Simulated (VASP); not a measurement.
Given:

```
CELL_PARAMETERS angstrom
      4.29000     0.00000     0.00000
      0.00000     4.29000     0.00000
      0.00000     0.00000     4.29000
ATOMIC_POSITIONS crystal
  Cs 0.00000 0.00000 0.00000
  Br 0.50000 0.50000 0.50000
```

Computed with LDA (Ceperley-Alder, Perdew-Zunger), VASP's LDA PAW potentials (set 64) (plane waves; VASP 6.6.1). Numerical set-up: 520 eV cut-off, 6×6×6 Γ-centred mesh, Gaussian smearing of 0.050 eV, potentials Cs_sv Br.

Energy and stress use the plane-wave basis of the starting cell.

Task: The ions, cell shape and volume are relaxed. Give the cell that the relaxation ends in.

Result: 
```
CELL_PARAMETERS angstrom
      4.14741     0.00000     0.00000
      0.00000     4.14741     0.00000
      0.00000     0.00000     4.14741
ATOMIC_POSITIONS crystal
  Cs 0.00000 0.00000 0.00000
  Br 0.50000 0.50000 0.50000
```
Space group Pm-3m (221), at a tolerance of 0.03 Å.

Task: How do energy and volume change from the first to the last step?

Result: The energy (σ→0) changes by -21.7 meV/atom and the volume by -9.6 %, in 4 ionic steps.

The compound is CsBr in the CsCl type structure. This run relaxes it. Symmetry was kept, so distortions that lower it aren't found.
